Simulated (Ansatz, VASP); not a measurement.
# ZrC: VASP beside Ansatz

Wanted: the spread between two codes on one cell, functional and k mesh.

Program: Ansatz 0.2.0. Level of theory: plane waves, with VASP 6.6.1 beside it; relaxation of cell and atoms at PBE with D3(BJ). Results are calculated unless marked as measured.

The database entry behind the starting cell differs from later determinations by our own check (0.1 to 0.3 % short, probably kX units), so it need not match the best structure at ambient conditions.

## 1. The structure

Symmetry: Fm-3m, No. 225, cubic system. Conventional cell: a = 4.683 Å, b = 4.683 Å, c = 4.683 Å, α = 90.00°, β = 90.00°, γ = 90.00°. Nearest to Zr lie 6 C at 2.34 Å. Nearest to C lie 6 Zr at 2.34 Å. Farther neighbours are not listed.

## 2. Ansatz: relaxation of cell and atoms, PBE with D3(BJ)

Ansatz runs on its default PAW (the set named soft_2) files.

The relaxed volume is the usual yardstick between codes: its relative difference is about their pressure difference at one cell divided by the bulk modulus.

input.yaml

```yaml
crystal:
  lattice:
    - [0.0, 2.3414, 2.3414]
    - [2.3414, 0.0, 2.3414]
    - [2.3414, 2.3414, 0.0]
  atoms:
    - { symbol: Zr, position: [0.0, 0.0, 0.0] }
    - { symbol: C, position: [0.5, 0.5, 0.5] }
hamiltonian:
  xc: pbe
  pseudopotentials: { kind: paw }
  dispersion: d3bj
kpoints:
  mp_grid: { grid: [8, 8, 8] }
scf:
  occupations: { method: fermi_dirac, width: 0.05 }
relax:
  f_tol: 0.01
  max_steps: 60
  cell: { stress_tol: 0.05 }
output:
  forces: true
  stress: true
```

Launch:

```console
> ansatz run input.yaml --threads 4 --pin off --max-ram 9216MiB --backend cpu --events-out ev --progress --plain --runs-dir out
```

Numbers of over 12 decimals in the logs are rounded to 6 here.

Log:

```text
Engine: ansatz 0.2.0, aarch64-unknown-linux-gnu
Pseudopotentials: kind: paw
Pseudopotential: Zr, paw, valence charge 12, recommended cutoff 420 eV (normal), Zr.paw.azcp
Pseudopotential: C, paw, valence charge 4, recommended cutoff 420 eV (normal), C.paw.azcp
Functional definition: PBE
  parameter kappa = 0.804
  parameter beta = 0.066725
  exchange = pbe_x(kappa = kappa, mu = beta*pi^2/3)
  correlation = pbe_c(beta = beta)
Crystal: 2 atoms, lattice volume = 25.672 Å³
Basis set: ecut = 420 eV, 531 PW (Γ), exchange–correlation on 48×48×48 points (8 copies of the dense FFT grid, shifted against one another)
Bands: 12, of which v1, the nominal top of the filled ones, is band 8 counted from 1 (7 counted from 0)
Symmetry: 48 space group operations
Space group: Fm-3m (ITA 225), of the structure as read, at distance tolerance 2.9e-5 Å
k-points: 29 of 512
Non-local potential: Zr, projectors of the file, l = 0: 3, l = 1: 2, l = 2: 2, l = 3: 2
Non-local potential: C, projectors of the file, l = 0: 2, l = 1: 2, l = 2: 1
PAW form: soft (Blöchl's): semilocal exchange-correlation on the pseudo side does not see the compensation charge
PAW one-centre angular grid: Zr, 590 points (default); XC on 64 Gauss nodes
PAW one-centre angular grid: C, 110 points (default); XC on 64 Gauss nodes
Initial density: superposition of atomic densities (neutral atoms: chi_scale 0, normalization atom), corrected by the library's trained network
Initial wavefunctions: pseudopotential atomic-orbital guess
Functional: x = pbe(κ = 0.804, μ = 0.219515), c = pbe(β = 0.066725)
SCF iter   1: F=—  HF=-4437.298994 eV  |F-HF|=—  |Δ(HF+E_count)|=         —  Δρ=1.31e-3  dr2=3.83e-4  ethr=1.77e-3  ⟨swp⟩=5.0  Hψ=1748  notcnv=0
preconditioner: auto → none  [metal: Δε(μ)=0.128 eV  Ē_g=18.043 eV  σ=0.050 eV  W_gap=0.48  n_scr=8 (ndim 8)  ℏωp=27.4 eV  f_vac=0.000  D(μ)=0.37/eV (n_scr^D=0)  sad-step TF]
SCF iter   2: F=—  HF=-4437.298698 eV  |F-HF|=—  |Δ(HF+E_count)|=   2.96e-4  Δρ=7.43e-4  dr2=1.36e-4  ethr=2.39e-6  ⟨swp⟩=2.1  Hψ=781  notcnv=0
SCF iter   3: F=—  HF=-4437.298704 eV  |F-HF|=—  |Δ(HF+E_count)|=   6.63e-6  Δρ=2.54e-4  dr2=1.37e-5  ethr=8.50e-7  ⟨swp⟩=2.1  Hψ=461  notcnv=0
SCF iter   4: F=—  HF=-4437.298697 eV  |F-HF|=—  |Δ(HF+E_count)|=   7.41e-6  Δρ=9.00e-5  dr2=1.72e-6  ethr=8.58e-8  ⟨swp⟩=2.1  Hψ=548  notcnv=0
iter 5 did not close the SCF: its close was put off for the readings that it lacked (scf_convergence_deferred on its scf_iter line)
SCF iter   5: F=-4437.298696 eV  HF=-4437.298696 eV  |F-HF|=8.06e-9  |Δ(HF+E_count)|=   6.43e-7  Δρ=8.71e-6  dr2=5.86e-9  ethr=1.08e-8  ⟨swp⟩=2.0  Hψ=569  notcnv=0
SCF iter   6: F=-4437.298696 eV  HF=-4437.298696 eV  |F-HF|=1.89e-9  |Δ(HF+E_count)|=   1.02e-8  Δρ=3.98e-6  dr2=2.55e-9  ethr=3.66e-11  ⟨swp⟩=1.5  Hψ=1072  notcnv=0
SCF 1 converged in 6 iterations: F = -4437.298696 eV  dr2 = 2.55e-9
  greatest PAW one-centre occupation: 0.996 electrons in one spin orbital (limit 2), on the Zr atom at site 0 (counted from 0), in its partial waves of l = 0
relax step   1: F+E_penalty+E_count = -4437.29869621 eV  Δ(F+E_penalty+E_count) = +0.000e0 eV  max|allowed force component| = 3.287e-30 eV/Å  Δτ_max = 0.0000 Å  P = -1.477 GPa  Ω = 25.672 Å³  (6 SCF iters, dr2 threshold 1.00e-7 eV, accepted)
[...]
relax step   2: F+E_penalty+E_count = -4437.29927661 eV  Δ(F+E_penalty+E_count) = -5.804e-4 eV  max|allowed force component| = 7.724e-31 eV/Å  Δτ_max = 0.0000 Å  P = +1.292 GPa  Ω = 25.370 Å³  energy of the carried Pulay correction = +3.798e-4 eV  (6 SCF iters, dr2 threshold 2.00e-7 eV, accepted)
[...]
relax step   3: F+E_penalty+E_count = -4437.29965688 eV  Δ(F+E_penalty+E_count) = -3.803e-4 eV  max|allowed force component| = 1.742e-30 eV/Å  Δτ_max = 0.0000 Å  P = -0.012 GPa  Ω = 25.510 Å³  energy of the carried Pulay correction = +2.032e-4 eV  (6 SCF iters, dr2 threshold 2.00e-7 eV, accepted)
[...]
relax step   4: F+E_penalty+E_count = -4437.29949748 eV  Δ(F+E_penalty+E_count) = +1.594e-4 eV  max|allowed force component| = 9.368e-31 eV/Å  Δτ_max = 0.0000 Å  P = -0.023 GPa  Ω = 25.510 Å³  stress off target by 2.31e-2 GPa  SCF on the basis re-selected at this cell (its energy is not comparable with the rows above)  (8 SCF iters)
basis re-selected at this cell: Δ(F+E_penalty+E_count) = +1.594e-4 eV, ΔP = -0.011 GPa vs the last step (what re-selecting the basis moved, of the pressure what is left beyond the Pulay correction that the steps carried, after the strain that the cell walked since its last selection, with what the two solves' SCF thresholds leave and, on support functions, any second-order correction that the steps lacked; it is no m [...]
SCF converged after 8 iterations
Free energy (F): -4437.299497 eV
Harris-Foulkes:  -4437.299497 eV  (|F-HF|=9.09e-13)
Internal energy: -4437.296646 eV  (E = F + TS)
E sigma→0 (E₀):  -4437.298072 eV
Entropy (-TS):   -0.002852 eV (-1.426 meV/atom)
Fermi energy:    15.119104 eV
--- Per-component energies (eV) ---
  E_band       = -43.698582
  E_kinetic    = 423.843968
  E_local      = -585.698912  (includes V_loc(G=0)·N_el)
  E_nonlocal   = 104.504344
  E_hartree    = 176.248951
  E_xc         = -211.841604
  E_vxc        = -253.323630  (∫ρ·V_xc dr)
  E_paw        = -3052.091017  (= ΣΔE_a)
  E_vpaw       = -85.522283  (= ΣTr[D̂ρ^β])
  E_aug_tail   = 0.000030  (compensation charges beyond the density's cutoff)
  E_ewald      = -1291.447950
  E_disp       = -0.814456  (pairwise vdW)
  E_smearing   = -0.002852  (= −TS)
  E_closure    = 0.000000  (closes the sum)
  Σ components = -4437.299497   (vs F -4437.299497, Δ=0.00e0)
--- Forces (eV/Å), atoms counted from 1 ---
  atom   1  Zr    -0.00000000     0.00000000    -0.00000000
  atom   2  C      0.00000000    -0.00000000    -0.00000000
  max |Σ_I F_I| component: 1.02e-30 eV/Å
--- Stress (GPa, compression-positive) ---
       -0.023143      -0.000000      -0.000000
       -0.000000      -0.023143      -0.000000
       -0.000000      -0.000000      -0.023143
  P = ⅓ Tr σ = -0.0231 GPa (-0.231 kbar)
--- Relaxed structure (3 steps of the walk, 3 accepted, 1 SCFs on fresh bases) ---
  F+E_penalty+E_count = -4437.29949748 eV   max|allowed force component| = 9.368e-31 eV/Å   (the final SCF, on the basis selected at the relaxed cell)
  cell:  # Å, volume = 25.5097 Å³
    - [0, 2.336461, 2.336461]
    - [2.336461, 0, 2.336461]
    - [2.336461, 2.336461, 0]
  atoms:
    - { symbol: Zr, position: [0, 0, 0] }
    - { symbol: C, position: [0.5, 0.5, 0.5] }
```

Elapsed: 0.99 s, on 4 threads of Arm Neoverse V2, shared host; peak memory 0.28 GiB.

## 3. VASP: relaxation of cell and atoms, PBE with D3(BJ)

The same cell, functional, mesh and smearing now go to VASP, with its own data sets and cutoff.

Lines of VASP's logs that name or quote its potential files are left out, and so is its time.

INCAR

```
SYSTEM = ZrC
PREC = Accurate
ENCUT = 560
EDIFF = 1E-06
NELM = 100
ISMEAR = -1
SIGMA = 0.05
LREAL = .FALSE.
ALGO = Normal
GGA = PE
IVDW = 12
NBANDS = 14
LORBIT = 11
LWAVE = .FALSE.
LCHARG = .FALSE.
KPAR = 2
IBRION = 2
NSW = 60
ISIF = 3
EDIFFG = -0.01
```

POSCAR

```
ZrC
1.0
    0.0000000000      2.3414000000      2.3414000000
    2.3414000000      0.0000000000      2.3414000000
    2.3414000000      2.3414000000      0.0000000000
Zr C
1 1
Direct
    0.0000000000      0.0000000000      0.0000000000
    0.5000000000      0.5000000000      0.5000000000
```

KPOINTS

```
Automatic mesh
0
Gamma
8 8 8
0 0 0
```

PAW data sets: Zr_sv and C (PBE family, release 64).

Launch:

```console
> mpirun -np 2 vasp_std
```

Log:

```text
[banner, memory and clock lines left out]
running    2 mpi-ranks, on    1 nodes
 distrk:  each k-point on    1 cores,    2 groups
 distr:  one band on    1 cores,    1 groups

 POSCAR found type information on POSCAR ZrC
 POSCAR found :  2 types and       2 ions
 LDA part: xc-table for (Slater+PW92), standard interpolation
 POSCAR, INCAR and KPOINTS ok, starting setup
 FFT: planning ... GRIDC
 FFT: planning ... GRID_SOFT
 FFT: planning ... GRID
 WAVECAR not read
 entering main loop
       N       E                     dE             d eps       ncg     rms          rms(c)
DAV:   1     0.106927590054E+03    0.10693E+03   -0.90680E+03   820   0.121E+03
DAV:   2    -0.180496225753E+02   -0.12498E+03   -0.11698E+03  1016   0.309E+02
DAV:   3    -0.228052469448E+02   -0.47556E+01   -0.47109E+01  1172   0.528E+01
DAV:   4    -0.229068905460E+02   -0.10164E+00   -0.10160E+00  1016   0.728E+00
DAV:   5    -0.229083282490E+02   -0.14377E-02   -0.14374E-02  1158   0.730E-01    0.208E+01
DAV:   6    -0.195819001145E+02    0.33264E+01   -0.79206E+00   952   0.244E+01    0.735E+00
DAV:   7    -0.194696595620E+02    0.11224E+00   -0.51163E-01   934   0.608E+00    0.634E+00
DAV:   8    -0.194839753043E+02   -0.14316E-01   -0.28802E-01   956   0.447E+00    0.475E+00
DAV:   9    -0.194543783806E+02    0.29597E-01   -0.71096E-02   908   0.200E+00    0.262E-01
DAV:  10    -0.194550283483E+02   -0.64997E-03   -0.36619E-03  1030   0.557E-01    0.518E-01
DAV:  11    -0.194546982615E+02    0.33009E-03   -0.10841E-03   956   0.273E-01    0.557E-02
DAV:  12    -0.194546942503E+02    0.40112E-05   -0.17266E-05   970   0.319E-02    0.135E-02
DAV:  13    -0.194546931075E+02    0.11428E-05   -0.14461E-06   832   0.861E-03    0.266E-03
DAV:  14    -0.194546930701E+02    0.37474E-07   -0.71205E-08   484   0.223E-03
   1 F= -.20263538E+02 E0= -.20262108E+02  d E =-.202635E+02
 curvature:   0.00 expect dE= 0.000E+00 dE for cont linesearch  0.000E+00
 trial: gam= 0.00000 g(F)=  0.393E-61 g(S)=  0.298E-02 ort = 0.000E+00 (trialstep = 0.100E+01)
 search vector abs. value=  0.298E-02
 bond charge predicted
       N       E                     dE             d eps       ncg     rms          rms(c)
DAV:   1    -0.194618664544E+02   -0.71733E-02   -0.68627E-01   902   0.853E+00    0.191E+00
DAV:   2    -0.194437363798E+02    0.18130E-01   -0.40671E-02   920   0.231E+00    0.540E-01
DAV:   3    -0.194402867392E+02    0.34496E-02   -0.17707E-02  1222   0.979E-01    0.167E-01
DAV:   4    -0.194407252658E+02   -0.43853E-03   -0.65939E-04  1326   0.182E-01    0.153E-01
DAV:   5    -0.194411431454E+02   -0.41788E-03   -0.34692E-04  1324   0.107E-01    0.173E-02
DAV:   6    -0.194411789958E+02   -0.35850E-04   -0.80203E-05  1356   0.614E-02    0.128E-02
DAV:   7    -0.194411820370E+02   -0.30412E-05   -0.26381E-06   864   0.190E-02    0.180E-03
DAV:   8    -0.194411821131E+02   -0.76103E-07   -0.59156E-08   526   0.238E-03
   2 F= -.20262547E+02 E0= -.20261123E+02  d E =0.990562E-03
 trial-energy change:    0.000991  1 .order    0.001021   -0.002978    0.005020
 step:   0.3777(harm=  0.3723)  dis= 0.00000  next Energy=   -20.264102 (dE=-0.564E-03)
 bond charge predicted
       N       E                     dE             d eps       ncg     rms          rms(c)
DAV:   1    -0.194584855095E+02   -0.17303E-01   -0.26469E-01   890   0.532E+00    0.118E+00
DAV:   2    -0.194516268156E+02    0.68587E-02   -0.16593E-02   932   0.147E+00    0.337E-01
DAV:   3    -0.194502652017E+02    0.13616E-02   -0.65099E-03  1212   0.593E-01    0.937E-02
DAV:   4    -0.194504159564E+02   -0.15075E-03   -0.29511E-04  1314   0.123E-01    0.953E-02
DAV:   5    -0.194505488548E+02   -0.13290E-03   -0.10262E-04  1324   0.600E-02    0.153E-02
DAV:   6    -0.194505635740E+02   -0.14719E-04   -0.45576E-05  1320   0.431E-02    0.828E-03
DAV:   7    -0.194505630190E+02    0.55506E-06   -0.10110E-06   702   0.114E-02
   3 F= -.20264107E+02 E0= -.20262680E+02  d E =-.569134E-03
 curvature:  -0.19 expect dE=-0.340E-07 dE for cont linesearch -0.340E-07
 trial: gam= 0.00000 g(F)=  0.615E-64 g(S)=  0.183E-06 ort =-0.233E-04 (trialstep = 0.876E+00)
 search vector abs. value=  0.183E-06
 reached required accuracy - stopping structural energy minimisation
```

OUTCAR, selected parts (step 3):

```text
ion  position               nearest neighbor table
   1  0.000  0.000  0.000-   2 2.34   2 2.34   2 2.34   2 2.34   2 2.34   2 2.34
   2  0.500  0.500  0.500-   1 2.34   1 2.34   1 2.34   1 2.34   1 2.34   1 2.34

  LATTYP: Found a face centered cubic cell.
 ALAT       =     4.6828000000

 Subroutine GETGRP returns: Found 48 space group operations
 (whereof 48 operations were pure point group operations)

The static configuration has the point symmetry O_h .

 Found     29 irreducible k-points:

   k-points           NKPTS =     29   k-points in BZ     NKDIM =     29   number of bands    NBANDS=     14

   dimension x,y,z NGX =    28 NGY =   28 NGZ =   28
   dimension x,y,z NGXF=    56 NGYF=   56 NGZF=   56

   ENCUT  =  560.0 eV  41.16 Ry    6.42 a.u.   6.39  6.39  6.39*2*pi/ulx,y,z

   NELECT =      16.0000    total number of electrons

 k-points in reciprocal lattice and weights: Automatic mesh
   0.00000000  0.00000000  0.00000000       0.002
   0.12500000  0.00000000  0.00000000       0.016
   0.25000000  0.00000000  0.00000000       0.016
   0.37500000  0.00000000  0.00000000       0.016
   0.50000000  0.00000000  0.00000000       0.008
   0.12500000  0.12500000  0.00000000       0.012
   0.25000000  0.12500000  0.00000000       0.047
   0.37500000  0.12500000  0.00000000       0.047
   0.50000000  0.12500000  0.00000000       0.047
[...]
-0.37500000  0.50000000  0.12500000       0.023
  -0.25000000  0.50000000  0.25000000       0.012

 Edisp (eV)   -0.82137

 average (electrostatic) potential at core
       1 -72.9830       2 -43.8352

 E-fermi :   9.7632

 k-point     1 :       0.0000    0.0000    0.0000
  band No.  band energies     occupation
      1     -38.2328      2.00000
      2     -15.9319      2.00000
      3     -15.9319      2.00000
      4     -15.9319      2.00000
      5      -1.5565      2.00000
      6      10.7485      0.00000
      7      10.7485      0.00000
      8      10.7485      0.00000
      9      10.9069      0.00000
     10      10.9069      0.00000
    ...

 k-point     2 :       0.1250    0.0000    0.0000
  band No.  band energies     occupation
    ...
      4     -15.9443      2.00000
      5      -1.1993      2.00000
      6       9.0364      2.00000
      7       9.4062      1.99842
      8       9.4062      1.99842
      9      11.4191      0.00000
     10      11.4191      0.00000
     11      11.8885      0.00000
     12      14.2448      0.00000
     13      14.2448      0.00000
    ...

 k-point     3 :       0.2500    0.0000    0.0000
  band No.  band energies     occupation
    ...
      4     -15.9739      2.00000
      5      -0.2648      2.00000
      6       7.0391      2.00000
      7       8.0111      2.00000
      8       8.0111      2.00000
      9      12.4090      0.00000
     10      12.4090      0.00000
     11      12.6326      0.00000
     12      16.7083      0.00000
     13      16.7083      0.00000
    ...

 Edisp (eV)   -0.81354

  Total       0.00159     0.00159     0.00159    -0.00000     0.00000    -0.00000
  in kB       0.09969     0.09969     0.09969    -0.00000     0.00000    -0.00000
  external pressure =        0.10 kB  Pullay stress =        0.00 kB

  energy-cutoff  :      560.00
  volume of cell :       25.53
      direct lattice vectors                 reciprocal lattice vectors
     0.000000000  2.337072561  2.337072561    -0.213942865  0.213942865  0.213942865
     2.337072561  0.000000000  2.337072561     0.213942865 -0.213942865  0.213942865
     2.337072561  2.337072561 -0.000000000     0.213942865  0.213942865 -0.213942865

 POSITION                                       TOTAL-FORCE (eV/Angst)
 -----------------------------------------------------------------------------------
      0.00000      0.00000      0.00000         0.000000      0.000000      0.000000
      2.33707      2.33707      2.33707        -0.000000      0.000000     -0.000000
 -----------------------------------------------------------------------------------
    total drift:                                0.000000      0.000000      0.000000

  FREE ENERGIE OF THE ION-ELECTRON SYSTEM (eV)
  ---------------------------------------------------
  free  energy   TOTEN  =       -20.2641069930 eV

  energy  without entropy=      -20.2612522674  energy(sigma->0) =      -20.26267963

 reached required accuracy - stopping structural energy minimisation

 total charge
# of ion       s       p       d       tot
------------------------------------------
    1        2.178   6.047   1.650   9.875
    2        0.887   1.485   0.000   2.372
--------------------------------------------------
tot          3.065   7.532   1.650  12.247

[... 3 further parts left out ...]
```

Dispersion corrections of this kind ignore metallic screening and tend to overbind metals. The run keeps the 48 symmetry operations of its start, so it cannot find a distortion of lower symmetry.

## 4. Side by side

Known differences besides the potentials themselves: both relaxations stop at a tolerance, which leaves soft axes loose, and VASP keeps its plane-wave basis; the cutoff is 420 eV in Ansatz and 560 eV in VASP; VASP leaves aspherical gradient terms in its spheres out (LASPH is not set), Ansatz keeps them; Ansatz adds a Pulay correction to the stress that steers its cell, VASP none. Total energies have different zeros and are not compared.

The two programs side by side:

```csv
quantity,Ansatz,VASP,difference
volume (Å³),25.51,25.53,-0.08 %
"edge a after relaxation, in the typed setting (Å)",3.304,3.305,-0.02 %
```

The walks stopped with -0.02 GPa left in Ansatz and 0.01 GPa in VASP; each walk ends within a tolerance, so the volume difference is uncertain by about these residues over the bulk modulus, most in soft cells.

## 5. Summary of results

```yaml
difference_in_volume_relaxation_of_cell_and_atoms_pbe_with_d3_bj: -0.078 %
```

The difference in volume is -0.078 % (relaxation of cell and atoms, PBE with D3(BJ)), within the 1.2 % picked in this series as the mark of a large difference, as far as the stopping tolerances let one tell. How closely two codes agree says nothing of how well the functional describes the real material.

[Lines on the potential files, build, host, timing and source positions are cut from VASP's logs without a mark.]

[Logs are printed without paths, hosts, clocks, repeated set-up lines and the standing remarks that a program may print on its own settings, such as how far it seeks lower states.]

[Hosts, paths, dates, database ids (printed as entryN), source tags and the programs' standing remarks are cut or masked in the printed files.]
